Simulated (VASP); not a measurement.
Input of a VASP 6.6.1 run:

The input INCAR:

```
  PREC = Accurate
  ENCUT = 520
  EDIFF = 1E-7
  ISMEAR = -1
  SIGMA = 0.05
  LREAL = False
  LASPH = True
  NELM = 80
  ALGO = Normal
  ISIF = 2
  LWAVE = False
  LCHARG = False
  GGA = PE
  NBANDS = 32
```

Contents of KPOINTS:

```
regular mesh
0
Gamma
  10 10 10
```

File POSCAR:

```
SiRh3
1.0
   -1.9335680000      1.9335680000      3.6693440000
    1.9335680000     -1.9335680000      3.6693440000
    1.9335680000      1.9335680000     -3.6693440000
Rh Si
3 1
Direct
    0.5000000000      0.5000000000      0.0000000000
    0.2500000000      0.7500000000      0.5000000000
    0.7500000000      0.2500000000      0.5000000000
    0.0000000000      0.0000000000      0.0000000000
```

Potentials or basis: VASP PAW PBE potentials, release 64 (Rh_pv, Si).

Command:

```bash
$ cat potpaw_PBE.64/Rh_pv/POTCAR potpaw_PBE.64/Si/POTCAR > POTCAR
$ mpirun -np 1 vasp_std > vasp.out
```

Task: Estimate the band gap on the k mesh.

Result: None (metal or under the smearing width).

Task: Predict the pressure.

Result: -2.1 GPa.

Stress tensor (GPa, compression positive):
```
-2.17  0.00  0.00
 0.00 -2.17  0.00
 0.00  0.00 -1.94
```
